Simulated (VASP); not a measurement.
The system is C.

```
C
1.0
     2.46100    0.00000    0.00000
    -1.23050    2.13129    0.00000
     0.00000    0.00000    6.43968
C
4
Direct
  0.00000 0.00000 0.25000
  0.33333 0.66667 0.25000
  0.00000 0.00000 0.75000
  0.66667 0.33333 0.75000
```

The cell was built by a generator and needn't be a form met in nature.

Program: VASP 6.6.1. Alike in all runs: task single point; potentials or basis VASP PAW PBE potentials, release 64 (C); no spin polarisation; cell as given; k mesh 16 × 16 × 4; cutoff (eV) 520; smearing fermi-dirac 0.05 eV.

Order these runs on this cell by their pressure, lowest first.
A. level r2SCAN+rVV10
B. level vdW-DF
C. level PBEsol
D. level PBE
E. level optB88-vdW

A (-0.8 GPa), C (0.7 GPa), E (2.4 GPa), D (3.9 GPa), B (7.5 GPa).

Caveats: the PAW data sets were made with another functional, which shifts forces and pressure a little (some runs); this functional lacks dispersion, which binds the layers, so the pressure and a relaxed spacing across them are unreliable (some runs).

Not every run made on this cell is shown here.
